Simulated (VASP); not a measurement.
# GaCo: magnetic orders, part 3 of 4

Wanted: the lowest of several collinear orders of GaCo. The start is a cell from a database of measured crystal structures.

VASP 6.6.1, plane waves and PAW; the level of theory is named at each step.

Still holding for the runs below: The magnetic state follows from one typed start and may not be the lowest. The k-mesh is coarse for a metal.

So far, largest spin moment in the PAW sphere (μB): step 2 (relax in the ferromagnetic state) 0.316. The relaxed cell has a = 2.826 Å (conventional setting).

## Step 4: Magnetic order, start order AFM 1, signs +--+-++-

This step: SCAN, spin-polarised, from moments of both signs; plane waves and PAW (Ga, Co) (VASP 6.6.1).

INCAR reads:

```
SYSTEM = GaCo
PREC = Accurate
ENCUT = 350
EDIFF = 1E-06
NELM = 150
ISMEAR = 1
SIGMA = 0.05
LREAL = .FALSE.
ALGO = Normal
METAGGA = SCAN
LASPH = .TRUE.
NBANDS = 76
ISPIN = 2
MAGMOM = 0 0 0 0 0 0 0 0 2 -2 -2 2 -2 2 2 -2
LMAXMIX = 4
LORBIT = 11
LWAVE = .FALSE.
LCHARG = .TRUE.
KPAR = 2
AMIX = 0.2
BMIX = 1E-04
AMIX_MAG = 0.8
BMIX_MAG = 1E-04
```

POSCAR reads:

```
GaCo
1.0
    5.6527840663      0.0000000000      0.0000000000
    0.0000000000      5.6527840663      0.0000000000
    0.0000000000      0.0000000000      5.6527840663
Ga Co
8 8
Direct
    0.2500000000      0.2500000000      0.2500000000
    0.2500000000      0.2500000000      0.7500000000
    0.2500000000      0.7500000000      0.2500000000
    0.2500000000      0.7500000000      0.7500000000
    0.7500000000      0.2500000000      0.2500000000
    0.7500000000      0.2500000000      0.7500000000
    0.7500000000      0.7500000000      0.2500000000
    0.7500000000      0.7500000000      0.7500000000
    0.0000000000      0.0000000000      0.0000000000
    0.0000000000      0.0000000000      0.5000000000
    0.0000000000      0.5000000000      0.0000000000
    0.0000000000      0.5000000000      0.5000000000
    0.5000000000      0.0000000000      0.0000000000
    0.5000000000      0.0000000000      0.5000000000
    0.5000000000      0.5000000000      0.0000000000
    0.5000000000      0.5000000000      0.5000000000
```

KPOINTS reads:

```
Automatic mesh
0
Gamma
3 3 3
0 0 0
```

PAW data sets: Ga and Co (PBE family, release 64).

Launch:

```console
$ mpirun -np 2 vasp_std
```

The program printed:

```text
[... set-up lines as in an earlier step ...]
 entering main loop
       N       E                     dE             d eps       ncg     rms          rms(c)
DAV:   1     0.445580462430E+03    0.44558E+03   -0.30343E+04  1216   0.110E+03
DAV:   2    -0.222869670139E+03   -0.66845E+03   -0.62314E+03  1216   0.294E+02
DAV:   3    -0.285076651374E+03   -0.62207E+02   -0.55467E+02  1348   0.109E+02
DAV:   4    -0.286945129010E+03   -0.18685E+01   -0.18425E+01  1368   0.199E+01
DAV:   5    -0.287002846942E+03   -0.57718E-01   -0.57683E-01  1788   0.254E+00    0.355E+01
DAV:   6    -0.272354154321E+03    0.14649E+02   -0.60246E+01  1488   0.741E+01    0.189E+01
DAV:   7    -0.272147314866E+03    0.20684E+00   -0.56529E+00  1540   0.261E+01    0.125E+01
DAV:   8    -0.272476822061E+03   -0.32951E+00   -0.11440E+00  1900   0.110E+01    0.594E+00
DAV:   9    -0.272443955578E+03    0.32866E-01   -0.38709E-01  1728   0.430E+00    0.294E+00
DAV:  10    -0.272514541914E+03   -0.70586E-01   -0.11032E-01  1804   0.384E+00    0.934E-01
DAV:  11    -0.272529178461E+03   -0.14637E-01   -0.35528E-02  1344   0.112E+00    0.585E-01
DAV:  12    -0.272543956938E+03   -0.14778E-01   -0.83605E-03  1820   0.100E+00    0.403E-01
DAV:  13    -0.272541693416E+03    0.22635E-02   -0.19375E-03  1696   0.336E-01    0.269E-01
DAV:  14    -0.272543218591E+03   -0.15252E-02   -0.24448E-03  1744   0.638E-01    0.146E-01
DAV:  15    -0.272543627344E+03   -0.40875E-03   -0.58009E-04  1784   0.226E-01    0.886E-02
DAV:  16    -0.272544446179E+03   -0.81883E-03   -0.21787E-04  1944   0.214E-01    0.444E-02
DAV:  17    -0.272545353297E+03   -0.90712E-03   -0.37509E-04  1936   0.270E-01    0.269E-02
DAV:  18    -0.272545796577E+03   -0.44328E-03   -0.34901E-04  1904   0.243E-01    0.279E-02
DAV:  19    -0.272545860750E+03   -0.64173E-04   -0.11568E-04  1728   0.692E-02    0.104E-02
DAV:  20    -0.272545924854E+03   -0.64104E-04   -0.13650E-05  1420   0.256E-02    0.590E-03
DAV:  21    -0.272545962926E+03   -0.38071E-04   -0.48491E-06  1248   0.191E-02    0.598E-03
DAV:  22    -0.272545990379E+03   -0.27454E-04   -0.31374E-06  1096   0.114E-02    0.934E-03
DAV:  23    -0.272545968313E+03    0.22067E-04   -0.22348E-06   928   0.168E-02    0.510E-03
DAV:  24    -0.272545961701E+03    0.66120E-05   -0.88490E-07   708   0.636E-03    0.231E-03
DAV:  25    -0.272545961353E+03    0.34754E-06   -0.25945E-07   704   0.322E-03
   1 F= -.27254596E+03 E0= -.27254491E+03  d E =-.314552E-02  mag=     0.0000
```

The job ended after 3.2 min (2 MPI ranks of AMD EPYC 9R45, shared host; peak memory 0.48 GiB).

From OUTCAR (step 4):

```text
The static configuration has the point symmetry O_h .

 Found      4 irreducible k-points:

   NELECT =      96.0000    total number of electrons

 E-fermi :   8.0707

 spin component 1
 k-point     1 :       0.0000    0.0000    0.0000
  band No.  band energies     occupation
    ...
     46       7.8566      1.00000
     47       7.8570      1.00000
     48       7.8573      1.00000
     49       7.8938      1.00000
     50       7.8945      1.00000
     51       8.2265     -0.00005
     52       8.2265     -0.00005
     53       8.2270     -0.00005
     54       9.5181      0.00000
     55      10.5761      0.00000
    ...

 k-point     2 :       0.3333    0.0000    0.0000
  band No.  band energies     occupation
    ...
     46       7.3380      1.00000
     47       7.8657      1.00000
     48       7.8842      1.00000
     49       8.0487      0.83454
     50       8.0489      0.83289
     51       8.2287     -0.00004
     52       8.2287     -0.00004
     53       8.4809     -0.00000
     54       9.4539      0.00000
     55       9.4540      0.00000
    ...

 k-point     3 :       0.3333    0.3333    0.0000
  band No.  band energies     occupation
    ...
     43       6.8162      1.00000
     44       6.9072      1.00000
     45       6.9930      1.00000
     46       7.0335      1.00000
     47       7.0336      1.00000
     48       8.2155     -0.00016
     49       8.2157     -0.00016
     50       8.2471     -0.00000
     51       8.3399     -0.00000
     52       8.5633     -0.00000
    ...

 k-point     4 :       0.3333    0.3333    0.3333
  band No.  band energies     occupation
    ...
     45       6.6748      1.00000
     46       6.7320      1.00000
     47       6.8556      1.00000
     48       6.8561      1.00000
     49       9.0146     -0.00000
     50       9.0147     -0.00000
     51       9.0150     -0.00000
     52       9.1876      0.00000
     53       9.1877      0.00000
     54       9.1878      0.00000
    ...

  Total        0.1520240      0.1520240      0.1520240     -0.0000000     -0.0000000     -0.0000000
  in kB        1.3484520      1.3484520      1.3484520     -0.0000000     -0.0000000     -0.0000000
  external PRESSURE =       1.3484520 kB  Pullay stress =       0.0000000 kB

 POSITION                                       TOTAL-FORCE (eV/Angst)
 -----------------------------------------------------------------------------------
      1.41320      1.41320      1.41320         0.000000     -0.000000      0.000000
      1.41320      1.41320      4.23959         0.000000     -0.000000      0.000000
      1.41320      4.23959      1.41320         0.000000      0.000000      0.000000
      1.41320      4.23959      4.23959         0.000000     -0.000000      0.000000
      4.23959      1.41320      1.41320        -0.000000     -0.000000      0.000000
      4.23959      1.41320      4.23959        -0.000000      0.000000      0.000000
      4.23959      4.23959      1.41320         0.000000     -0.000000      0.000000
      4.23959      4.23959      4.23959        -0.000000      0.000000      0.000000
      0.00000      0.00000      0.00000         0.000000     -0.000000      0.000000
      0.00000      0.00000      2.82639         0.000000     -0.000000     -0.000000
      0.00000      2.82639      0.00000        -0.000000      0.000000      0.000000
      0.00000      2.82639      2.82639         0.000000      0.000000     -0.000000
      2.82639      0.00000      0.00000         0.000000     -0.000000     -0.000000
      2.82639      0.00000      2.82639         0.000000      0.000000     -0.000000
      2.82639      2.82639      0.00000        -0.000000     -0.000000     -0.000000
      2.82639      2.82639      2.82639        -0.000000     -0.000000     -0.000000
 -----------------------------------------------------------------------------------
    total drift:                                0.000000      0.000000     -0.000000

  FREE ENERGIE OF THE ION-ELECTRON SYSTEM (eV)
  ---------------------------------------------------
  free  energy   TOTEN  =      -272.5459613532 eV

  energy  without entropy=     -272.5428158362  energy(sigma->0) =     -272.54491285

 total charge
# of ion       s       p       d       tot
------------------------------------------
    1        1.072   1.477   0.278   2.828
    2        1.072   1.477   0.278   2.828
    3        1.072   1.477   0.278   2.828
    4        1.072   1.477   0.278   2.828
    5        1.072   1.477   0.278   2.828
    6        1.072   1.477   0.278   2.828
    7        1.072   1.477   0.278   2.828
    8        1.072   1.477   0.278   2.828
    9        0.416   0.522   7.510   8.447
   10        0.416   0.522   7.510   8.447
   11        0.416   0.522   7.510   8.447
   12        0.416   0.522   7.510   8.447
   13        0.416   0.522   7.510   8.447
   14        0.416   0.522   7.510   8.447
   15        0.416   0.522   7.510   8.447
   16        0.416   0.522   7.510   8.447
--------------------------------------------------
tot         11.901  15.995  62.304  90.201

 magnetization (x)
# of ion       s       p       d       tot
------------------------------------------
    1        0.000   0.000   0.000   0.000
    2        0.000   0.000   0.000   0.000
    3        0.000   0.000   0.000   0.000
    4        0.000   0.000   0.000   0.000
    5        0.000   0.000   0.000   0.000
    6        0.000   0.000   0.000   0.000
    7        0.000   0.000   0.000   0.000
    8        0.000   0.000   0.000   0.000
    9        0.005   0.013   0.181   0.198
   10       -0.005  -0.013  -0.181  -0.198
   11       -0.005  -0.013  -0.181  -0.198
   12        0.005   0.013   0.181   0.198
   13       -0.005  -0.013  -0.181  -0.198
   14        0.005   0.013   0.181   0.198
   15        0.005   0.013   0.181   0.198
   16       -0.005  -0.013  -0.181  -0.198
--------------------------------------------------
tot          0.000   0.000   0.000   0.000

[... 8 parts as in an earlier step ...]

[... 3 further parts left out ...]
```

This step gave:

| Property | Result |
| --- | --- |
| electronic cycles | 25 |
| free energy (TOTEN) | -272.5460 eV |
| energy at zero smearing | -272.5449 eV |
| Fermi energy | 8.071 eV |

Spin moment in the PAW sphere by atom:

```csv
atom,spin moment in the PAW sphere (μB)
Ga1,0.000
Ga2,0.000
Ga3,0.000
Ga4,0.000
Ga5,0.000
Ga6,0.000
Ga7,0.000
Ga8,0.000
Co9,0.198
Co10,-0.198
Co11,-0.198
Co12,0.198
Co13,-0.198
Co14,0.198
Co15,0.198
Co16,-0.198
```

Spin density in the ac plane at fractional y = 0.000, with atoms of Co within 0.2 Å of it.

Values in e/Å³, 16 rows by 16 columns, each cell a mean:
```
 0.20  0.10  0.03  0.01  0.00 -0.01 -0.06 -0.15 -0.19 -0.10 -0.03  0.00  0.00  0.01  0.06  0.15
 0.09  0.03  0.01  0.00  0.00  0.00 -0.01 -0.06 -0.09 -0.03 -0.01  0.00  0.00  0.00  0.01  0.06
 0.02  0.01  0.00  0.00  0.00  0.00  0.00 -0.01 -0.02 -0.01  0.00  0.00  0.00  0.00  0.00  0.01
 0.00  0.00  0.00  0.00  0.00  0.00  0.00  0.00  0.00  0.00  0.00  0.00  0.00  0.00  0.00  0.00
-0.01  0.00  0.00  0.00  0.00  0.00  0.00  0.00  0.01  0.00  0.00  0.00  0.00  0.00  0.00  0.00
-0.05 -0.02  0.00  0.00  0.00  0.00  0.01  0.03  0.05  0.02  0.00  0.00  0.00  0.00 -0.01 -0.03
-0.15 -0.06 -0.02  0.00  0.00  0.01  0.03  0.11  0.15  0.07  0.02  0.00  0.00 -0.01 -0.03 -0.10
-0.24 -0.15 -0.05 -0.01  0.00  0.02  0.09  0.19  0.23  0.15  0.05  0.01  0.00 -0.02 -0.09 -0.19
-0.20 -0.10 -0.03 -0.01  0.00  0.01  0.06  0.15  0.19  0.11  0.03  0.00  0.00 -0.01 -0.06 -0.15
-0.10 -0.03 -0.01  0.00  0.00  0.00  0.01  0.06  0.09  0.03  0.01  0.00  0.00  0.00 -0.01 -0.06
-0.02 -0.01  0.00  0.00  0.00  0.00  0.00  0.01  0.02  0.01  0.00  0.00  0.00  0.00  0.00 -0.01
 0.00  0.00  0.00  0.00  0.00  0.00  0.00  0.00  0.00  0.00  0.00  0.00  0.00  0.00  0.00  0.00
 0.01  0.00  0.00  0.00  0.00  0.00  0.00 -0.01 -0.01  0.00  0.00  0.00  0.00  0.00  0.00  0.01
 0.05  0.02  0.00  0.00  0.00  0.00 -0.01 -0.03 -0.05 -0.02  0.00  0.00  0.00  0.00  0.01  0.03
 0.15  0.06  0.02  0.00  0.00 -0.01 -0.03 -0.10 -0.15 -0.06 -0.02  0.00  0.00  0.01  0.03  0.10
 0.24  0.15  0.05  0.01  0.00 -0.02 -0.10 -0.20 -0.24 -0.15 -0.05 -0.01  0.00  0.02  0.09  0.20
```
Columns run along a (5.7 Å), rows up along c (5.7 Å). Atoms in or near the plane, at fractional coordinates: Co at (0.00, 0.00), Co at (0.00, 0.50), Co at (0.50, 0.00), Co at (0.50, 0.50).

Valence density in the ac plane at fractional y = 0.000, with atoms of Co within 0.2 Å of it. It is the smooth field of the valence electrons, not physical close to the nuclei.

Ten even steps from '_' (0.2 e/Å³) to '@' (8.5 e/Å³), each cell a mean:
```
##--________..**##==________..++
::..__________..::..__________..
________________________________
________________________________
________________________________
________________________________
++::________..==++::________..==
@@==________::##@@++________::##
##--________..**##==________..**
::..__________..::..__________..
________________________________
________________________________
________________________________
________________________________
++::________..--==::________..--
@@++________::##@@++________::##
```
Columns run along a (5.7 Å), rows up along c (5.7 Å). Atoms in or near the plane, at fractional coordinates: Co at (0.00, 0.00), Co at (0.00, 0.50), Co at (0.50, 0.00), Co at (0.50, 0.50).

The largest moment at the end is 0.20 μB, and the moments of the cell sum to 0.00 μB.

## Step 5: Magnetic order, start order AFM 2, signs ++----++

Changes to INCAR since step 4:

```diff
@@ -13,3 +13,3 @@
 ISPIN = 2
-MAGMOM = 0 0 0 0 0 0 0 0 2 -2 -2 2 -2 2 2 -2
+MAGMOM = 0 0 0 0 0 0 0 0 2 2 -2 -2 -2 -2 2 2
 LMAXMIX = 4
@@ -17,3 +17,3 @@
 LWAVE = .FALSE.
-LCHARG = .TRUE.
+LCHARG = .FALSE.
 KPAR = 2
```

POSCAR is that of step 4.

KPOINTS is that of step 4.

Launch:

```console
$ mpirun -np 2 vasp_std
```

The program printed:

```text
[... set-up lines as in an earlier step ...]
 entering main loop
       N       E                     dE             d eps       ncg     rms          rms(c)
DAV:   1     0.451949702239E+03    0.45195E+03   -0.30081E+04  1824   0.109E+03
DAV:   2    -0.222521678435E+03   -0.67447E+03   -0.62721E+03  1824   0.295E+02
DAV:   3    -0.285997018792E+03   -0.63475E+02   -0.56270E+02  2016   0.110E+02
DAV:   4    -0.287887592552E+03   -0.18906E+01   -0.18672E+01  2052   0.200E+01
[...]
DAV:  24    -0.272864665056E+03   -0.11618E-05   -0.16564E-08  1056   0.718E-04    0.330E-04
DAV:  25    -0.272864666103E+03   -0.10464E-05   -0.11895E-08  1056   0.796E-04    0.274E-04
DAV:  26    -0.272864666330E+03   -0.22708E-06   -0.57050E-09  1056   0.502E-04
   1 F= -.27286467E+03 E0= -.27286446E+03  d E =-.615543E-03  mag=     0.0000
```

The job ended after 3.7 min (2 MPI ranks; peak memory 0.52 GiB).

Parts of OUTCAR (step 5):

```text
  Total       -0.0171704     -0.0171704      8.7536874      0.0000000      0.0000000      0.0000000
  in kB       -0.1523013     -0.1523013     77.6451667      0.0000000      0.0000000      0.0000000
  external PRESSURE =      25.7801880 kB  Pullay stress =       0.0000000 kB

 POSITION                                       TOTAL-FORCE (eV/Angst)
 -----------------------------------------------------------------------------------
      1.41320      1.41320      1.41320        -0.000000      0.000000     -0.000000
      1.41320      1.41320      4.23959         0.000000      0.000000      0.000000
      1.41320      4.23959      1.41320         0.000000      0.000000     -0.000000
      1.41320      4.23959      4.23959        -0.000000     -0.000000      0.000000
      4.23959      1.41320      1.41320         0.000000     -0.000000     -0.000000
      4.23959      1.41320      4.23959        -0.000000     -0.000000      0.000000
      4.23959      4.23959      1.41320        -0.000000     -0.000000     -0.000000
      4.23959      4.23959      4.23959         0.000000     -0.000000     -0.000000
      0.00000      0.00000      0.00000         0.000000     -0.000000     -0.000000
      0.00000      0.00000      2.82639        -0.000000     -0.000000      0.000000
      0.00000      2.82639      0.00000        -0.000000     -0.000000      0.000000
      0.00000      2.82639      2.82639         0.000000      0.000000      0.000000
      2.82639      0.00000      0.00000         0.000000      0.000000     -0.000000
      2.82639      0.00000      2.82639        -0.000000      0.000000     -0.000000
      2.82639      2.82639      0.00000         0.000000      0.000000     -0.000000
      2.82639      2.82639      2.82639        -0.000000      0.000000      0.000000
 -----------------------------------------------------------------------------------
    total drift:                                0.000000      0.000000     -0.000000

  FREE ENERGIE OF THE ION-ELECTRON SYSTEM (eV)
  ---------------------------------------------------
  free  energy   TOTEN  =      -272.8646663297 eV

  energy  without entropy=     -272.8640507867  energy(sigma->0) =     -272.86446115

 magnetization (x)
# of ion       s       p       d       tot
------------------------------------------
    1        0.000   0.000   0.000   0.000
    2        0.000   0.000   0.000   0.000
    3        0.000   0.000   0.000   0.000
    4        0.000   0.000   0.000   0.000
    5        0.000   0.000   0.000   0.000
    6        0.000   0.000   0.000   0.000
    7        0.000   0.000   0.000   0.000
    8        0.000   0.000   0.000   0.000
    9        0.012   0.007   0.707   0.726
   10        0.012   0.007   0.707   0.726
   11       -0.012  -0.007  -0.707  -0.726
   12       -0.012  -0.007  -0.707  -0.726
   13       -0.012  -0.007  -0.707  -0.726
[...]
--------------------------------------------------
tot          0.000   0.000   0.000   0.000

[... 1 part as in an earlier step ...]

[... 2 further parts left out ...]
[key lines of the parts left out:]
E-fermi :   8.0900
```

Spin moment in the PAW sphere by atom:

```csv
atom,spin moment in the PAW sphere (μB)
Ga1,0.000
Ga2,0.000
Ga3,0.000
Ga4,0.000
Ga5,0.000
Ga6,0.000
Ga7,0.000
Ga8,0.000
Co9,0.726
Co10,0.726
Co11,-0.726
Co12,-0.726
Co13,-0.726
Co14,-0.726
Co15,0.726
Co16,0.726
```

The largest moment at the end is 0.73 μB, and the moments of the cell sum to 0.00 μB.

[end of part 3 of 4]

[Lines on the potential files, build, host, timing and source positions are cut from VASP's logs without a mark.]

[Logs are printed without paths, hosts, clocks, repeated set-up lines and the standing remarks that a program may print on its own settings, such as how far it seeks lower states.]

[Hosts, paths, dates, database ids (printed as entryN), source tags and the programs' standing remarks are cut or masked in the printed files.]

[In band tables of VASP the shares of atoms and orbitals are scaled to a sum of 1 inside the atoms' spheres.]

[Runs that stopped without an error message from VASP are left out.]
